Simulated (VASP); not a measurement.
An input for Quantum ESPRESSO's pw.x (written as the equivalent of a VASP run, and not itself run):

```
&CONTROL
  calculation = 'scf'
  pseudo_dir = './pseudo'
  outdir = './out'
  tprnfor = .true.
  tstress = .true.
/
&SYSTEM
  ibrav = 0
  nat = 4
  ntyp = 2
  ecutwfc = 92
  occupations = 'smearing'
  smearing = 'gaussian'
  degauss = 0.003675
  input_dft = 'pbe'
/
&ELECTRONS
  conv_thr = 7.3e-08
  electron_maxstep = 100
/
ATOMIC_SPECIES
  N 14.007 N.upf
  Cu 63.546 Cu.upf
CELL_PARAMETERS angstrom
     3.8307271    0.0000000    0.0000000
     0.0000000    3.8307271    0.0000000
     0.0000000    0.0000000    3.8307271
ATOMIC_POSITIONS crystal
  N    0.0000000  0.0000000  0.0000000
  Cu   0.5000000  0.0000000  0.0000000
  Cu   0.0000000  0.0000000  0.5000000
  Cu   0.0000000  0.5000000  0.0000000
K_POINTS automatic
  5 5 5 0 0 0
```

**Question.** Translate this input to VASP (INCAR, KPOINTS, POSCAR, choice of POTCAR).

**Answer.** One answer among several that fit: 
KPOINTS:
```
Automatic mesh
0
Gamma
5 5 5
0 0 0
```

### INCAR
```
SYSTEM = Cu3N
PREC = Accurate
ENCUT = 500
EDIFF = 1E-6
NELM = 100
ALGO = Normal
LREAL = .FALSE.
LASPH = .TRUE.
ISMEAR = 0
SIGMA = 0.05
GGA = PE
LMAXMIX = 4
LWAVE = .FALSE.
LCHARG = .TRUE.
```

File POSCAR:
```
Cu3N
1.0
  3.8307270744   0.0000000000   0.0000000000
  0.0000000000   3.8307270744   0.0000000000
  0.0000000000   0.0000000000   3.8307270744
N Cu
1 3
Direct
  0.0000000000   0.0000000000   0.0000000000
  0.5000000000   0.0000000000   0.0000000000
  0.0000000000   0.0000000000   0.5000000000
  0.0000000000   0.5000000000   0.0000000000
```

POTCAR, in this order: N Cu (PBE.64 set). Program: vasp_std.

Limits of the translation: the potentials are each code's own (VASP's PAW set, PseudoDojo norm-conserving files in pw.x), so ENCUT and ecutwfc are chosen apart and not converted; conv_thr bounds pw.x's estimated SCF error, while EDIFF bounds the energy change between steps.

The structure was generated: Cu3N was put into the ReO3 type (Pm-3m), which need not be its known phase. It was relaxed first, which changed the volume by +26 %.
